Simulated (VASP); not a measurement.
# GaGe3 (Pmm2) in VASP: a series of runs, part 2 of 2

VASP 6.6.1. The steps go on from the part before.

### 4 Single point, PBEsol

Input file INCAR:

```
SYSTEM = GaGe3
PREC     = Accurate       ! precision mode
ENCUT    = 520            ! plane-wave cutoff, eV
EDIFF    = 1E-6           ! SCF threshold, eV
ISMEAR   = 1              ! smearing method
SIGMA    = 0.1            ! smearing width, eV
LREAL    = .False.        ! projectors in reciprocal space
LASPH    = .True.         ! aspherical terms in the spheres
NELM     = 100            ! most SCF steps
ALGO     = Normal         ! electronic algorithm
ISIF     = 2              ! what is computed and relaxed
LWAVE    = .False.        ! write WAVECAR
LCHARG   = .False.        ! write CHGCAR
GGA      = PS             ! functional
NBANDS   = 36             ! bands
```

Input file KPOINTS:

```
regular mesh
0
Gamma
  5 5 5
  0 0 0
```

Input file POSCAR:

```
GaGe3
1.0
    4.2784700000      0.0000000000      0.0000000000
    0.0000000000      4.2784700000      0.0000000000
    0.0000000000      0.0000000000      4.2784700000
Ga Ge
1 3
Direct
    0.0000000000      0.0000000000      0.0000000000
    0.0000000000      0.5000000000      0.5300000000
    0.5000000000      0.0000000000      0.5000000000
    0.5000000000      0.5000000000      0.0000000000
```

Potentials or basis: VASP PAW PBE potentials, release 64 (Ga_d, Ge_d).

Started as:

```bash
$ cat potpaw_PBE.64/Ga_d/POTCAR potpaw_PBE.64/Ge_d/POTCAR > POTCAR
$ mpirun -np 1 vasp_std > vasp.out
```

OUTCAR:

```text
SYSTEM = GaGe3
   PREC = Accurate
   ENCUT = 520
   EDIFF = 1E-6
   ISMEAR = 1
   LREAL = .False.
   LASPH = .True.
   NELM = 100
   ISIF = 2
   GGA = PS

 ion  position               nearest neighbor table
   1  0.000  0.000  0.000-
   2  0.000  0.500  0.530-
   3  0.500  0.000  0.500-
   4  0.500  0.500  0.000-

  LATTYP: Found a simple cubic cell.
 ALAT       =     4.2784700000
[... 1132 lines left out ...]

  FORCE on cell =-STRESS in cart. coord.  units (eV):
  Direction    XX          YY          ZZ          XY          YZ          ZX
  --------------------------------------------------------------------------------------
  -------------------------------------------------------------------------------------
  Total       -1.9494595     -1.8881769     -1.9117664      0.0000000      0.0000000      0.0000000
  in kB      -39.8803840    -38.6267170    -39.1092892      0.0000000      0.0000000      0.0000000
  external PRESSURE =     -39.2054634 kB  Pullay stress =       0.0000000 kB

 VOLUME and BASIS-vectors are now :
 -----------------------------------------------------------------------------
  energy-cutoff  :      520.00
  volume of cell :       78.32
      direct lattice vectors                 reciprocal lattice vectors
     4.278470000  0.000000000  0.000000000     0.233728412  0.000000000  0.000000000
     0.000000000  4.278470000  0.000000000     0.000000000  0.233728412  0.000000000
     0.000000000  0.000000000  4.278470000     0.000000000  0.000000000  0.233728412

 POSITION                                       TOTAL-FORCE (eV/Angst)
 -----------------------------------------------------------------------------------
      0.00000      0.00000      0.00000         0.000000      0.000000      0.203068
      0.00000      2.13924      2.26759         0.000000      0.000000     -0.130004
      2.13924      0.00000      2.13924         0.000000      0.000000     -0.178284
      2.13924      2.13924      0.00000         0.000000      0.000000      0.105220
 -----------------------------------------------------------------------------------
    total drift:                                0.000000     -0.000000     -0.000579

  FREE ENERGIE OF THE ION-ELECTRON SYSTEM (eV)
  ---------------------------------------------------
  free  energy   TOTEN  =       -17.2574596784 eV

  energy  without entropy=      -17.2617963318  energy(sigma->0) =      -17.25890523
```

OSZICAR:

```text
N       E                     dE             d eps       ncg     rms          rms(c)
DAV:   1     0.437969838532E+03    0.43797E+03   -0.27099E+04  2336   0.403E+03
DAV:   2     0.653118974293E+02   -0.37266E+03   -0.36296E+03  1944   0.765E+02
DAV:   3    -0.129582473807E+02   -0.78270E+02   -0.77252E+02  2104   0.204E+02
DAV:   4    -0.172514787163E+02   -0.42932E+01   -0.42660E+01  2248   0.538E+01
DAV:   5    -0.173458533048E+02   -0.94375E-01   -0.94344E-01  2248   0.911E+00    0.206E+00
DAV:   6    -0.172785589261E+02    0.67294E-01   -0.12936E-01  2424   0.440E+00    0.107E+00
DAV:   7    -0.172586154099E+02    0.19944E-01   -0.43671E-02  2596   0.276E+00    0.191E-01
DAV:   8    -0.172574590487E+02    0.11564E-02   -0.54606E-03  2184   0.256E+00    0.625E-02
DAV:   9    -0.172574281177E+02    0.30931E-04   -0.11417E-03  2928   0.676E-01    0.337E-02
DAV:  10    -0.172574474145E+02   -0.19297E-04   -0.23609E-04  2728   0.332E-01    0.129E-02
DAV:  11    -0.172574589495E+02   -0.11535E-04   -0.12384E-04  2556   0.241E-01    0.469E-03
DAV:  12    -0.172574590535E+02   -0.10404E-06   -0.10964E-05  1668   0.132E-01    0.114E-03
DAV:  13    -0.172574596784E+02   -0.62483E-06   -0.47253E-06  1636   0.253E-02
   1 F= -.17257460E+02 E0= -.17258905E+02  d E =0.433665E-02
```

It took 35 s on 1 thread of Intel Xeon Platinum 8559C (Emerald Rapids), shared host; peak memory 0.21 GiB.

Results:

- Free energy: -17.2575 eV
- Pressure: -3.9 GPa
- Largest force: 0.203 eV/Å
- Band gap on the k mesh: none (metal or under the smearing width)

Forces in eV/Å, atoms in the order of the input:
```
Ga   0.000  0.000  0.203
Ge   0.000  0.000 -0.130
Ge   0.000  0.000 -0.178
Ge   0.000  0.000  0.105
```

Levels at points of the mesh, in eV from the Fermi level:
```tsv
k point	band 26	band 27	band 28	band 29	band 30	band 31
(0.00, 0.00, 0.00)	-3.47	-3.07	2.82	2.83	2.84	3.75
```

Caveat: the PAW data sets were made with another functional, which shifts forces and pressure a little.
